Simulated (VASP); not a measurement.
VASP input:

### INCAR
```
ALGO = Normal
EDIFF = 1E-6
EDIFFG = -0.01
ENCUT = 400
GGA = PE
IBRION = 2
ISIF = 3
ISMEAR = 1
LASPH = T
LCHARG = F
LMAXMIX = 4
LREAL = F
LWAVE = F
NELM = 100
NSW = 60
PREC = Accurate
SIGMA = 0.1
SYSTEM = FeAl
```

### POSCAR
```
FeAl
1
    2.8672582374    -0.0000000000    -0.0000000000
   -0.0000000000     2.8672582374    -0.0000000000
    0.0000000000     0.0000000000     2.8672582374
Al Fe
1 1
Direct
  0.5000000000   0.5000000000   0.5000000000
  0.0000000000   0.0000000000   0.0000000000
```

File KPOINTS:
```
Automatic
0
gamma
11 11 11
```

POTCAR, in this order: Al Fe (PBE.64 set). Program: vasp_std.

Problem. Translate this PBE calculation to Quantum ESPRESSO's pw.x.

Solution. One equivalent input (not run):
```
&CONTROL
  calculation = 'vc-relax'
  pseudo_dir = './pseudo'
  outdir = './out'
  tprnfor = .true.
  tstress = .true.
  nstep = 60
  forc_conv_thr = 0.00039
/
&SYSTEM
  ibrav = 0
  nat = 2
  ntyp = 2
  ecutwfc = 90
  occupations = 'smearing'
  smearing = 'methfessel-paxton'
  degauss = 0.00735
  input_dft = 'pbe'
/
&ELECTRONS
  conv_thr = 7.3e-08
  electron_maxstep = 100
/
&IONS
/
&CELL
/
ATOMIC_SPECIES
  Al 26.982 Al.upf
  Fe 55.845 Fe.upf
CELL_PARAMETERS angstrom
     2.8672582   -0.0000000   -0.0000000
    -0.0000000    2.8672582   -0.0000000
     0.0000000    0.0000000    2.8672582
ATOMIC_POSITIONS crystal
  Al   0.5000000  0.5000000  0.5000000
  Fe   0.0000000  0.0000000  0.0000000
K_POINTS automatic
  11 11 11 0 0 0
```
The two are equivalent in intent, not identical: the potentials are each code's own (VASP's PAW set, PseudoDojo norm-conserving files in pw.x), so ENCUT and ecutwfc are chosen apart and not converted; conv_thr bounds pw.x's estimated SCF error, while EDIFF bounds the energy change between steps; forc_conv_thr acts on force components and is met together with etot_conv_thr.

The compound is FeAl in the CsCl type structure. It was relaxed first. The start is the result of an earlier pass.
